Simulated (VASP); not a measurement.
A run of VASP 6.6.1:

INCAR

```
PREC = Accurate
ENCUT = 520
EDIFF = 1E-7
ISMEAR = -1
SIGMA = 0.02
LREAL = Auto
LASPH = T
NELM = 150
ALGO = Fast
ISIF = 2
LWAVE = F
LCHARG = F
ISPIN = 2
MAGMOM = 0 0 0 0 0 0 0 0 0 0 0 0 0 0 0 0 0 0 0
LORBIT = 11
GGA = PE
NBANDS = 56
```

Contents of KPOINTS:

```
Automatic mesh
0
Gamma
  2 2 1
```

POSCAR

```
AlC18
1.0
    7.3980000000      0.0000000000      0.0000000000
   -3.6990000000      6.4068560000      0.0000000000
    0.0000000000      0.0000000000     11.0000000000
C Al
18 1
Direct
   -0.0045356435     -0.0082343040      0.0899735455
    0.2171801590      0.1032913804      0.0909911818
   -0.0045641792      0.3252003791      0.0901375455
    0.2170985756      0.4352420282      0.0907014545
   -0.0054267163      0.6580378894      0.0910110000
    0.2164168836      0.7690519344      0.0915309091
    0.3279313336     -0.0078394145      0.0914144545
    0.5512728681      0.1041123759      0.0902920909
    0.3286506912      0.3250583437      0.0904581818
    0.5508932990      0.4361477767      0.0902645455
    0.3278267399      0.6572339069      0.0907797273
    0.5514260556      0.7686753066      0.0890869091
    0.6634543792     -0.0074348479      0.0886264545
    0.8856711217      0.1035963661      0.0893204545
    0.6625651185      0.3261861980      0.0904123636
    0.8842682587      0.4362707699      0.0903082727
    0.6626830258      0.6577521018      0.0896340909
    0.8843290125      0.7695320450      0.0900165455
    0.4843380262      0.8888793505      0.2814040909
```

Potentials or basis: VASP PAW PBE potentials, release 64 (C, Al).

The run is started by

```sh
$ cat potpaw_PBE.64/C/POTCAR potpaw_PBE.64/Al/POTCAR > POTCAR
$ mpirun -np 1 vasp_std > vasp.out
```

Hardware: 1 thread of Intel(R) Xeon(R) Platinum 8488C (Sapphire Rapids), on a shared host.

Estimate the wall time of this run.

Wall time 7.5 min on 1 thread of Intel(R) Xeon(R) Platinum 8488C (Sapphire Rapids), with other jobs on the host, peak memory 0.8 GiB. Counts: scf iterations 24, k points 4.
